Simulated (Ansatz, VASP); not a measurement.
# Mo (Mo(111)): VASP beside Ansatz

Aim: how closely do two programs agree when they are given the same cell, functional and k mesh?

Main program and level: Ansatz 0.2.0; plane waves, with VASP 6.6.1 beside it; single point at PBEsol.

## (1) Starting point

The cell holds 11 atoms: 11 Mo. Its edges and angles: a = 4.415 Å, b = 4.415 Å, c = 24.011 Å, α = 90.0°, β = 90.0°, γ = 60.0°. It derives from Mo. As first built, before any earlier steps moved the atoms: 11 layers of bcc Mo, cut at this functional's lattice. Vacuum lies along c.

## (2) Ansatz: single point, PBEsol

Ansatz runs on its default PAW (the set named soft_2) files.

A single point gives forces, pressure and levels at one fixed geometry, so differences don't come from the geometry; what else differs is listed under the comparison.

Input file input.yaml:

```yaml
crystal:
  lattice:
    - [4.4146963334, 0.0, 0.0]
    - [2.2073481667, 3.8232391747, 0.0]
    - [0.0, 0.0, 24.0114611551]
  atoms:
    - { symbol: Mo, position: [0.66666667, 0.66666667, 0.3239230224] }
    - { symbol: Mo, position: [0.0, 0.0, 0.3537025747] }
    - { symbol: Mo, position: [0.33333333, 0.33333333, 0.3815685114] }
    - { symbol: Mo, position: [0.66666667, 0.66666667, 0.4244830647] }
    - { symbol: Mo, position: [0.0, 0.0, 0.4615502165] }
    - { symbol: Mo, position: [0.33333333, 0.33333333, 0.5] }
    - { symbol: Mo, position: [0.66666667, 0.66666667, 0.5384497835] }
    - { symbol: Mo, position: [0.0, 0.0, 0.5755169353] }
    - { symbol: Mo, position: [0.33333333, 0.33333333, 0.6184314886] }
    - { symbol: Mo, position: [0.66666667, 0.66666667, 0.6462974253] }
    - { symbol: Mo, position: [0.0, 0.0, 0.6760769776] }
hamiltonian:
  xc: pbesol
  pseudopotentials: { kind: paw }
kpoints:
  mp_grid: { grid: [9, 9, 1] }
scf:
  occupations: { method: methfessel_paxton, width: 0.15 }
  n_extra_bands: 6
efield:
  axis: 3
  dipole_correction: true
  ramp_width: 0.04
output:
  forces: true
  eigenvalues: true
  write_density: true
  write_potential: true
  elf: true
  volumetric_format: npy
```

Run with:

```
$ ansatz run input.yaml --threads 4 --pin off --max-ram 9216MiB --backend cpu --events-out ev --progress --plain --runs-dir out
```

Numbers of over 12 decimals in the logs are rounded to 6 here.

Output:

```text
scf.n_extra_bands = 6 over 77 filled bands (N_el = 154.0): the run solves 83 bands
Engine: ansatz 0.2.0, aarch64-unknown-linux-gnu
Pseudopotentials: kind: paw
Pseudopotential: Mo, paw, valence charge 14, recommended cutoff 420 eV (normal), Mo.paw.azcp
Functional definition: PBEsol
  exchange = pbesol_x
  correlation = pbesol_c
Crystal: 11 atoms, lattice volume = 405.276 Å³
Basis set: ecut = 420 eV, 7983 PW (Γ), exchange–correlation on 60×60×324 points (8 copies of the dense FFT grid, shifted against one another)
Bands: 83, of which v1, the nominal top of the filled ones, is band 77 counted from 1 (76 counted from 0)
Symmetry: 6 space group operations
k-points: 12 of 81 (time reversal used)
Non-local potential: Mo, projectors of the file, l = 0: 3, l = 1: 2, l = 2: 2, l = 3: 1
PAW form: soft (Blöchl's): semilocal exchange-correlation on the pseudo side does not see the compensation charge
PAW frozen core: Mo, regenerated for the run's functional, and the local potential with it (the file was generated under x = pbe(κ = 0.804, μ = 0.219515), c = pbe(β = 0.066725))
PAW one-centre angular grid: Mo, 590 points (default); XC on 64 Gauss nodes
Initial density: superposition of atomic densities (neutral atoms: chi_scale 0, normalization atom), corrected by the library's trained network
Initial wavefunctions: pseudopotential atomic-orbital guess
Functional: x = pbesol(κ = 0.804, μ = 0.123457), c = pbesol(β = 0.046)
SCF iter   1: F=—  HF=-53865.162306 eV  |F-HF|=—  |Δ(HF+E_count)|=         —  Δρ=8.04e-3  dr2=1.59e0  ethr=1.77e-3  p=0.000 e·Å  D=2.01e-13 V/Å  ΔV_dip=-0.00 eV  dr2_dipole=2.73e-9  V_vac-E_F(+/−)=3.88/3.88 eV  ⟨swp⟩=8.3  Hψ=5024  notcnv=0
efield: sawtooth ramp at fractional position 0.9800 (placed from the atoms, in the widest stretch of the axis that holds none; the zero of the levels goes with the place), width 0.0400; the density the first Hamiltonian is built on has a dipole p = 0.000 e·Å; the dipole correction subtracts the counter field D = 2.01e-13 V/Å, which shifts the + side's vacuum level by -0.00 eV against the − side's; the planar-averaged density in the ramp window peaks in size at 7.3e-6 e/Å³
preconditioner: auto → LDOS  [metal: Δε(μ)=0.068 eV  Ē_g=3.416 eV  σ=0.150 eV  W_gap=0.37  n_scr=94 (ndim 8)  ℏωp=15.0 eV  f_vac=0.518  D(μ)=5.89/eV (n_scr^D=12)  β→1.0]
SCF iter   2: F=—  HF=-53865.328597 eV  |F-HF|=—  |Δ(HF+E_count)|=   1.66e-1  S|Δr|=    0.00e0  Δρ=1.38e-2  dr2=4.13e0  ethr=1.03e-3  p=-0.000 e·Å  D=-9.58e-7 V/Å  ΔV_dip=0.00 eV  dr2_dipole=3.51e-9  V_vac-E_F(+/−)=4.23/4.23 eV  ⟨swp⟩=2.7  Hψ=1707  notcnv=0  defer=1  recentre
SCF iter   3: F=—  HF=-53865.099848 eV  |F-HF|=—  |Δ(HF+E_count)|=   2.29e-1  S|Δr|=    0.00e0  Δρ=3.41e-3  dr2=2.45e-1  ethr=1.03e-3  p=-0.000 e·Å  D=-2.02e-7 V/Å  ΔV_dip=0.00 eV  dr2_dipole=2.15e-10  V_vac-E_F(+/−)=4.01/4.01 eV  ⟨swp⟩=2.3  Hψ=1661  notcnv=0  defer=1
SCF iter   4: F=—  HF=-53865.089441 eV  |F-HF|=—  |Δ(HF+E_count)|=   1.04e-2  S|Δr|=    0.00e0  Δρ=6.00e-4  dr2=3.71e-3  ethr=1.59e-4  p=-0.000 e·Å  D=-1.27e-6 V/Å  ΔV_dip=0.00 eV  dr2_dipole=2.15e-11  V_vac-E_F(+/−)=4.08/4.08 eV  ⟨swp⟩=1.8  Hψ=1234  notcnv=0
SCF iter   5: F=—  HF=-53865.089114 eV  |F-HF|=—  |Δ(HF+E_count)|=   3.27e-4  S|Δr|=    0.00e0  Δρ=1.56e-4  dr2=8.65e-5  ethr=2.41e-6  p=-0.000 e·Å  D=-1.30e-6 V/Å  ΔV_dip=0.00 eV  dr2_dipole=7.34e-10  V_vac-E_F(+/−)=4.09/4.09 eV  ⟨swp⟩=3.0  Hψ=1563  notcnv=0
SCF iter   6: F=—  HF=-53865.090229 eV  |F-HF|=—  |Δ(HF+E_count)|=   1.12e-3  S|Δr|=    0.00e0  Δρ=6.30e-5  dr2=2.37e-5  ethr=5.62e-8  p=-0.000 e·Å  D=-3.41e-8 V/Å  ΔV_dip=0.00 eV  dr2_dipole=1.52e-10  V_vac-E_F(+/−)=4.10/4.10 eV  ⟨swp⟩=2.7  Hψ=1949  notcnv=0
SCF iter   7: F=—  HF=-53865.090231 eV  |F-HF|=—  |Δ(HF+E_count)|=   2.03e-6  S|Δr|=    0.00e0  Δρ=2.28e-5  dr2=3.24e-6  ethr=1.54e-8  p=0.000 e·Å  D=1.02e-7 V/Å  ΔV_dip=-0.00 eV  dr2_dipole=1.36e-10  V_vac-E_F(+/−)=4.10/4.10 eV  ⟨swp⟩=3.2  Hψ=2053  notcnv=0
SCF iter   8: F=—  HF=-53865.090232 eV  |F-HF|=—  |Δ(HF+E_count)|=   1.16e-6  S|Δr|=    0.00e0  Δρ=7.98e-6  dr2=5.23e-7  ethr=2.10e-9  p=0.000 e·Å  D=1.25e-7 V/Å  ΔV_dip=-0.00 eV  dr2_dipole=1.49e-11  V_vac-E_F(+/−)=4.10/4.10 eV  ⟨swp⟩=2.3  Hψ=1429  notcnv=0
SCF iter   9: F=-53865.090232 eV  HF=-53865.090232 eV  |F-HF|=1.84e-8  |Δ(HF+E_count)|=   2.51e-7  S|Δr|=    0.00e0  Δρ=3.08e-6  dr2=5.11e-8  ethr=6.49e-11  p=0.000 e·Å  D=3.79e-8 V/Å  ΔV_dip=-0.00 eV  dr2_dipole=5.80e-12  V_vac-E_F(+/−)=4.10/4.10 eV  ⟨swp⟩=16.9  Hψ=9165  notcnv=0
SCF 1 converged in 9 iterations: F = -53865.090232 eV  dr2 = 5.11e-8
  greatest PAW one-centre occupation: 0.999 electrons in one spin orbital (limit 2), on the Mo atom at site 10 (counted from 0), in its partial waves of l = 0
WARN: The output density's exchange-correlation potential varies sharply where the density is thin. Do not read a vacuum level from v_tot or v_xc, or from such a field of the output density. On a cell that repeats whose density bears no net charge and no dipole along the vacuum's axis use v_es (v_loc + v_h of the components); under efield.dipole_correction with no amplitude use v_es + v_field, which holds any externa [...]
SCF converged after 9 iterations
Stability not checked: this state was not tested for a lower state beside it, because cold or Methfessel-Paxton smearing, or corrected tetrahedra, fill the levels in a way that the test cannot read (fill_not_monotonic; see scf.lower_state_search)
Free energy (F): -53865.090232 eV
Harris-Foulkes:  -53865.090232 eV  (|F-HF|=1.84e-8)
Internal energy: -53865.107706 eV  (E = F + TS)
E sigma→0 (E₀):  -53865.094601 eV
Entropy (-TS):   0.017473 eV (1.588 meV/atom)
Fermi energy:    6.532387 eV
Dipole field:    D = 0.000002 V/Å  (p = 0.000005 e·Å, saw-weighted, corrected)
Work function:   Φ+ = 4.0964 eV   Φ− = 4.0964 eV
Levels:          The Fermi level and band energies are counted from a zero that moves with the ramp; work functions are not
--- Per-component energies (eV) ---
  E_band       = -2811.706482
  E_kinetic    = 4857.887315
  E_local      = -189097.465413  (includes V_loc(G=0)·N_el)
  E_nonlocal   = 1601.140396
  E_hartree    = 91968.829508
  E_xc         = -2003.192105
  E_vxc        = -2508.872628  (∫ρ·V_xc dr)
  E_paw        = -34585.711120  (= ΣΔE_a)
  E_vpaw       = -1602.073364  (= ΣTr[D̂ρ^β])
  E_aug_tail   = 0.000445  (compensation charges beyond the density's cutoff)
  E_efield     = 0.000000  (sawtooth field / dipole correction)
  E_vefield    = 0.000000  (∫n·V_field dr)
  E_ewald      = 73391.100977
  E_core_change = 2.302293  (= ΣΔE_core)
  E_smearing   = 0.017473  (= −TS)
  E_closure    = 0.000000  (closes the sum)
  Σ components = -53865.090232   (vs F -53865.090232, Δ=0.00e0)
--- Forces (eV/Å), atoms counted from 1 ---
  atom   1  Mo     0.00000000    -0.00000000    -0.40806280
  atom   2  Mo    -0.00000000     0.00000000    -0.12864925
  atom   3  Mo    -0.00000000     0.00000000     0.00294393
  atom   4  Mo     0.00000000    -0.00000000     0.27334347
  atom   5  Mo     0.00000000     0.00000000     0.07879397
  atom   6  Mo    -0.00000000    -0.00000000    -0.00000765
  atom   7  Mo    -0.00000000     0.00000000    -0.07879379
  atom   8  Mo    -0.00000000     0.00000000    -0.27334564
  atom   9  Mo     0.00000000    -0.00000000    -0.00294047
  atom  10  Mo    -0.00000000    -0.00000000     0.12865607
  atom  11  Mo    -0.00000000     0.00000000     0.40805751
  max |Σ_I F_I| component: 4.65e-6 eV/Å
--- Band table (eV; the first three rows and the last of 12) ---
  k-point 0: bands = [... 73 lower, 5.3894, 5.4001, 5.4001, 5.5496, 7.0641, 7.7272, 7.8932, 7.8932, ... 2 higher]
  k-point 1: bands = [... 73 lower, 5.4483, 5.5480, 5.7399, 5.7778, 7.0926, 7.5895, 7.6248, 7.7290, ... 2 higher]
  k-point 2: bands = [... 73 lower, 5.8155, 5.9109, 6.2937, 6.4412, 6.9945, 7.0559, 7.2418, 7.5036, ... 2 higher]
  k-point 11: bands = [... 73 lower, 5.8967, 5.8967, 6.1751, 6.1751, 6.5036, 6.5036, 7.2025, 7.2532, ... 2 higher]
```

Wall time 17 s (4 threads of Arm Neoverse V2, shared host); peak memory 1.1 GiB; 66 s of CPU time.

The column dr2 measures how far the density is from self-consistency, as an energy; F and HF (Harris–Foulkes) agree once it is small.

(Continued in part 2 of 2.)

[Lines on the potential files, build, host, timing and source positions are cut from VASP's logs without a mark.]

[Logs are printed without paths, hosts, clocks, repeated set-up lines and the standing remarks that a program may print on its own settings, such as how far it seeks lower states.]

[Hosts, paths, dates, database ids (printed as entryN), source tags and the programs' standing remarks are cut or masked in the printed files.]
